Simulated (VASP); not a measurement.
Computed with PBEsol GGA, VASP's PBE PAW potentials (set 64) (plane waves; VASP 6.6.1).

A VASP calculation is set up with these files.

**KPOINTS**
```
Automatic mesh
0
Gamma
8 8 6
0 0 0
```

File POSCAR:
```
SnO
1
    3.8092946217     0.0000000000     0.0000000000
    0.0000000000     3.8092946217     0.0000000000
    0.0000000000     0.0000000000     4.7290251783
Sn O
2 2
Direct
  0.5000000000   0.0000000000   0.7620000000
  0.0000000000   0.5000000000   0.2380000000
  0.5000000000   0.5000000000   0.0000000000
  0.0000000000   0.0000000000   0.0000000000
```

INCAR:
```
ALGO = Fast
EDIFF = 1E-5
EDIFFG = -0.03
ENCUT = 500
GGA = PS
IBRION = 2
ISIF = 2
ISMEAR = 0
LASPH = .True.
LCHARG = .False.
LMAXMIX = 4
LREAL = .False.
LWAVE = .False.
NELM = 100
NELMIN = 4
NSW = 20
PREC = Normal
SIGMA = 0.05
SYSTEM = SnO
```

POTCAR, in this order: Sn_d O (PBE.64 set). Program: vasp_std.

Output

### OSZICAR
```
       N       E                     dE             d eps       ncg     rms          rms(c)
DAV:   1     0.390899377108E+03    0.39090E+03   -0.20293E+04  2928   0.251E+03
DAV:   2     0.256586699407E+02   -0.36524E+03   -0.35871E+03  3136   0.566E+02
DAV:   3    -0.253764515136E+02   -0.51035E+02   -0.50606E+02  3448   0.190E+02
DAV:   4    -0.273373963218E+02   -0.19609E+01   -0.19589E+01  3248   0.414E+01
DAV:   5    -0.273937116643E+02   -0.56315E-01   -0.56311E-01  3744   0.699E+00    0.108E+01
RMM:   6    -0.241414969525E+02    0.32522E+01   -0.13760E+01  3275   0.198E+01    0.413E+00
RMM:   7    -0.242155676753E+02   -0.74071E-01   -0.19406E+00  3468   0.861E+00    0.256E+00
RMM:   8    -0.242077265261E+02    0.78411E-02   -0.39926E-01  3536   0.403E+00    0.882E-01
RMM:   9    -0.241983701459E+02    0.93564E-02   -0.15985E-01  3671   0.182E+00    0.400E-01
RMM:  10    -0.241991980002E+02   -0.82785E-03   -0.16837E-02  3429   0.975E-01    0.252E-01
RMM:  11    -0.241986813491E+02    0.51665E-03   -0.32545E-03  3560   0.470E-01    0.272E-02
RMM:  12    -0.241987179390E+02   -0.36590E-04   -0.75822E-04  3718   0.215E-01    0.396E-02
RMM:  13    -0.241987280120E+02   -0.10073E-04   -0.14173E-04  3209   0.800E-02    0.254E-02
RMM:  14    -0.241987265146E+02    0.14974E-05   -0.16681E-05  1870   0.321E-02
   1 F= -.24198727E+02 E0= -.24198547E+02  d E =-.241987E+02
       N       E                     dE             d eps       ncg     rms          rms(c)
DAV:   1    -0.241990638054E+02   -0.33579E-03   -0.70523E+00  3496   0.167E+01    0.499E-01
RMM:   2    -0.242090893919E+02   -0.10026E-01   -0.11969E-01  3223   0.357E+00    0.234E-01
RMM:   3    -0.242147860650E+02   -0.56967E-02   -0.61262E-02  3899   0.210E+00    0.155E-01
RMM:   4    -0.242151851693E+02   -0.39910E-03   -0.40024E-03  3819   0.545E-01    0.151E-01
RMM:   5    -0.242153110378E+02   -0.12587E-03   -0.10062E-03  3739   0.265E-01    0.481E-02
RMM:   6    -0.242153143854E+02   -0.33476E-05   -0.13503E-04  3301   0.103E-01    0.110E-01
RMM:   7    -0.242152905807E+02    0.23805E-04   -0.81793E-05  3072   0.914E-02    0.117E-02
RMM:   8    -0.242152920071E+02   -0.14264E-05   -0.26542E-05  1980   0.413E-02
   2 F= -.24215292E+02 E0= -.24215061E+02  d E =-.165655E-01
       N       E                     dE             d eps       ncg     rms          rms(c)
DAV:   1    -0.242153306265E+02   -0.40046E-04   -0.57859E-02  3656   0.147E+00    0.600E-02
RMM:   2    -0.242154061688E+02   -0.75542E-04   -0.94327E-04  3264   0.321E-01    0.285E-02
RMM:   3    -0.242154480501E+02   -0.41881E-04   -0.48920E-04  3585   0.187E-01    0.979E-03
RMM:   4    -0.242154518748E+02   -0.38247E-05   -0.37944E-05  2098   0.540E-02
   3 F= -.24215452E+02 E0= -.24215223E+02  d E =-.167254E-01
```

OUTCAR:
```
------------------------ aborting loop because EDIFF is reached ----------------------------------------
  FORCE on cell =-STRESS in cart. coord.  units (eV):
  Direction    XX          YY          ZZ          XY          YZ          ZX
  --------------------------------------------------------------------------------------
  Total       -0.1059612     -0.1059612     -0.0099256      0.0000000     -0.0000000      0.0000000
  in kB       -2.4739834     -2.4739834     -0.2317427      0.0000000     -0.0000000      0.0000000
  external PRESSURE =      -1.7265699 kB  Pullay stress =       0.0000000 kB
  volume of cell :       68.62
      direct lattice vectors                 reciprocal lattice vectors
     3.809294622  0.000000000  0.000000000     0.262515793  0.000000000  0.000000000
     0.000000000  3.809294622  0.000000000     0.000000000  0.262515793  0.000000000
     0.000000000  0.000000000  4.729025178     0.000000000  0.000000000  0.211460071
 POSITION                                       TOTAL-FORCE (eV/Angst)
 -----------------------------------------------------------------------------------
      1.90465      0.00000      3.57434         0.000000      0.000000      0.002571
      0.00000      1.90465      1.15468        -0.000000      0.000000     -0.002571
      1.90465      1.90465      0.00000         0.000000      0.000000      0.000000
      0.00000      0.00000      0.00000        -0.000000     -0.000000      0.000000
 -----------------------------------------------------------------------------------
    total drift:                                0.000000     -0.000000     -0.000000
  FREE ENERGIE OF THE ION-ELECTRON SYSTEM (eV)
  ---------------------------------------------------
  free  energy   TOTEN  =       -24.2154518748 eV

  energy  without entropy=      -24.2149947887  energy(sigma->0) =      -24.21522333

 reached required accuracy - stopping structural energy minimisation
```
(Selected blocks of OUTCAR.)

File CONTCAR:
```
SnO
   1.00000000000000
     3.8092946216999999    0.0000000000000000    0.0000000000000000
     0.0000000000000000    3.8092946216999999    0.0000000000000000
     0.0000000000000000    0.0000000000000000    4.7290251782999997
  Sn              O
     2     2
Direct
     0.5000000000000000    0.0000000000000000    0.7558310862495267
     0.0000000000000000    0.5000000000000000    0.2441689137504732
     0.5000000000000000    0.5000000000000000    0.0000000000000000
     0.0000000000000000    0.0000000000000000    0.0000000000000000
```

Without a dispersion term in the relaxation, distances and binding between the weakly bound layers, chains or molecules are unreliable, and so is what depends on them.

The compound is SnO in the litharge structure. This run relaxes the ions in a fixed cell. Symmetry was kept, so distortions that lower it aren't found.
